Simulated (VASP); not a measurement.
These are r2SCAN+rVV10, VASP's PBE PAW potentials (set 64) (plane waves; VASP) values and carry that method's errors.

The input files of a VASP run:

KPOINTS_OPT:
```
k-points along high-symmetry lines
10
Line-mode
Reciprocal
  0.000000   0.000000   0.000000 ! GAMMA
  0.000000   0.500000   0.000000 ! X

  0.000000   0.500000   0.000000 ! X
  0.500000   0.500000   0.000000 ! M

  0.500000   0.500000   0.000000 ! M
  0.000000   0.000000   0.000000 ! GAMMA

  0.000000   0.000000   0.000000 ! GAMMA
  0.500000   0.500000   0.500000 ! R

  0.500000   0.500000   0.500000 ! R
  0.000000   0.500000   0.000000 ! X

  0.500000   0.500000   0.500000 ! R
  0.500000   0.500000   0.000000 ! M
```

### POSCAR
```
AlNi
1
    2.8569241879     0.0000000000     0.0000000000
    0.0000000000     2.8569241879     0.0000000000
    0.0000000000     0.0000000000     2.8569241879
Al Ni
1 1
Direct
  0.0000000000   0.0000000000   0.0000000000
  0.5000000000   0.5000000000   0.5000000000
```

### INCAR
```
SYSTEM  =  AlNi
PREC  =  Accurate; ENCUT  =  400; LREAL  =  .FALSE.
LASPH  =  .TRUE.
EDIFF  =  1E-7; NELM  =  100; ALGO  =  Normal
LMAXMIX  =  4; LMIXTAU  =  .TRUE.
ISMEAR  =  -5
METAGGA  =  R2SCAN; LUSE_VDW  =  .TRUE.; BPARAM  =  11.95
CPARAM  =  0.0093
ISIF  =  2
LWAVE  =  .FALSE.; LCHARG  =  .FALSE.; LORBIT  =  11
NEDOS  =  601
```

File KPOINTS:
```
Automatic mesh
0
Gamma
14 14 14
0 0 0
```

POTCAR, in this order: Al Ni (PBE.64 set). Program: vasp_std.

The resulting files:

**OSZICAR**
```
       N       E                     dE             d eps       ncg     rms          rms(c)
DAV:   1     0.242508908110E+02    0.24251E+02   -0.50087E+03  2456   0.116E+03
DAV:   2    -0.215188062940E+02   -0.45770E+02   -0.43421E+02  2432   0.195E+02
DAV:   3    -0.225422219488E+02   -0.10234E+01   -0.10153E+01  2844   0.377E+01
DAV:   4    -0.225577967542E+02   -0.15575E-01   -0.15561E-01  2872   0.423E+00
DAV:   5    -0.225582645134E+02   -0.46776E-03   -0.46776E-03  2766   0.735E-01    0.123E+01
DAV:   6    -0.227926492873E+02   -0.23438E+00   -0.57120E+01  2632   0.139E+02    0.156E+01
DAV:   7    -0.197704261398E+02    0.30222E+01   -0.15765E+01  2642   0.783E+01    0.173E+00
DAV:   8    -0.197715883054E+02   -0.11622E-02   -0.62815E-01  2966   0.121E+01    0.166E+00
DAV:   9    -0.197477434664E+02    0.23845E-01   -0.12944E-01  2654   0.652E+00    0.333E-01
DAV:  10    -0.197507672364E+02   -0.30238E-02   -0.10730E-02  2532   0.106E+00    0.284E-01
DAV:  11    -0.197523097924E+02   -0.15426E-02   -0.76807E-03  2826   0.142E+00    0.684E-02
DAV:  12    -0.197523000208E+02    0.97715E-05   -0.13378E-04  2640   0.157E-01    0.383E-02
DAV:  13    -0.197522596588E+02    0.40362E-04   -0.34773E-05  2564   0.700E-02    0.376E-02
DAV:  14    -0.197522920612E+02   -0.32402E-04   -0.59145E-05  2772   0.130E-01    0.967E-03
DAV:  15    -0.197522956270E+02   -0.35658E-05   -0.31702E-06  2616   0.206E-02    0.276E-03
DAV:  16    -0.197522954992E+02    0.12777E-06   -0.12771E-06  2606   0.219E-02    0.124E-03
DAV:  17    -0.197522955122E+02   -0.12963E-07   -0.34675E-08  1254   0.368E-03
   1 F= -.19752296E+02 E0= -.19752296E+02  d E =0.000000E+00
       N       E                     dE             ncg
```

### OUTCAR
```
------------------------ aborting loop because EDIFF is reached ----------------------------------------
  FORCE on cell =-STRESS in cart. coord.  units (eV):
  Direction    XX          YY          ZZ          XY          YZ          ZX
  --------------------------------------------------------------------------------------
  Total       -0.0513505     -0.0513505     -0.0513505     -0.0000000     -0.0000000      0.0000000
  in kB       -3.5282501     -3.5282501     -3.5282501     -0.0000000     -0.0000000      0.0000000
  external PRESSURE =      -3.5282501 kB  Pullay stress =       0.0000000 kB
  volume of cell :       23.32
      direct lattice vectors                 reciprocal lattice vectors
     2.856924188  0.000000000  0.000000000     0.350026789  0.000000000  0.000000000
     0.000000000  2.856924188  0.000000000     0.000000000  0.350026789  0.000000000
     0.000000000  0.000000000  2.856924188     0.000000000  0.000000000  0.350026789
 POSITION                                       TOTAL-FORCE (eV/Angst)
 -----------------------------------------------------------------------------------
      0.00000      0.00000      0.00000         0.000000      0.000000      0.000000
      1.42846      1.42846      1.42846         0.000000      0.000000      0.000000
 -----------------------------------------------------------------------------------
    total drift:                               -0.000000      0.000000      0.000000
  FREE ENERGIE OF THE ION-ELECTRON SYSTEM (eV)
  ---------------------------------------------------
  free  energy   TOTEN  =       -19.7522955122 eV

  energy  without entropy=      -19.7522955122  energy(sigma->0) =      -19.75229551

 total charge

# of ion       s       p       d       tot
------------------------------------------
    1        0.384   0.438   0.000   0.822
    2        0.498   0.564   8.491   9.553
--------------------------------------------------
tot          0.882   1.002   8.491  10.375
```
(Selected blocks of OUTCAR.)

OUTCAR:
```
 val. band max:       10.2236655319   @ k =   0.3571   0.2857   0.0714

 cond. band min:      10.2052829695   @ k =   0.5000   0.3571   0.3571


 Fermi energy:        10.2211492489

 k-point     1 :       0.0000    0.0000    0.0000
  band No.  band energies     occupation
      1      -1.7012      2.00000
      2       6.7434      2.00000
      3       6.7434      2.00000
      4       8.5592      2.00000
      5       8.5592      2.00000
      6       8.5592      2.00000
      7      16.2090      0.00000
      8      16.2090      0.00000
      9      16.2090      0.00000
     10      18.6892      0.00000

 k-point     2 :       0.0714    0.0000    0.0000
  band No.  band energies     occupation
      1      -1.6005      2.00000
      2       6.7342      2.00000
      3       6.7681      2.00000
      4       8.5155      2.00000
      5       8.5155      2.00000
      6       8.5637      2.00000
      7      15.1098      0.00000
      8      16.3409      0.00000
      9      16.3409      0.00000
     10      18.6962      0.00000

 k-point     3 :       0.1429    0.0000    0.0000
  band No.  band energies     occupation
      1      -1.2997      2.00000
      2       6.6811      2.00000
      3       6.8384      2.00000
      4       8.3981      2.00000
      5       8.3981      2.00000
      6       8.5766      2.00000
      7      13.3871      0.00000
      8      16.7240      0.00000
      9      16.7240      0.00000
     10      18.7169      0.00000

 k-point     4 :       0.2143    0.0000    0.0000
  band No.  band energies     occupation
      1      -0.8035      2.00000
      2       6.4970      2.00000
      3       6.9424      2.00000
      4       8.2384      2.00000
      5       8.2384      2.00000
      6       8.5955      2.00000
      7      11.8052      0.00000
      8      17.3283      0.00000
      9      17.3283      0.00000
     10      18.7503      0.00000

 k-point     5 :       0.2857    0.0000    0.0000
...
```

For a metal the tetrahedron method with Blöchl corrections gives inexact stress and forces.

The structure comes from a measured AlNi entry (Pm-3m) of the Crystallography Open Database, whose conditions weren't checked. It was relaxed first. The run is not spin-polarised, so no magnetic state was tried. The electron count is odd and the run is not spin-polarised, which forces a metal.
